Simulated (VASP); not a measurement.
Data:

```
CELL_PARAMETERS angstrom
      3.21954     0.00000     0.00000
     -1.60977     2.78820     0.00000
      0.00000     0.00000     5.25948
ATOMIC_POSITIONS crystal
  Pt 0.00000 0.00000 0.00000
  Pt 0.00000 0.00000 0.50000
  B  0.33333 0.66667 0.25000
  B  0.66667 0.33333 0.75000
```

The numbers are results of PBE GGA, VASP's PBE PAW potentials (set 64) (plane waves; VASP), not measurements. Numerical set-up: 520 eV cut-off, Gaussian smearing of 0.050 eV, potentials Pt B.

Unless said otherwise, spin-orbit coupling is left out, though it shifts the bands of the heavy elements here.

Q: What does the run give for the band gap (along the path) with the smallest direct gap where there is one?

A: 
```yaml
band gap (along the path): none (metal, semimetal or under 0.01 eV)
```

Only differences to runs with the same potentials and settings are physical.

The structure was generated: PtB was put into the NiAs type type (P6_3/mmc), which need not be its known phase. It was relaxed first, which changed the volume by -9 %.
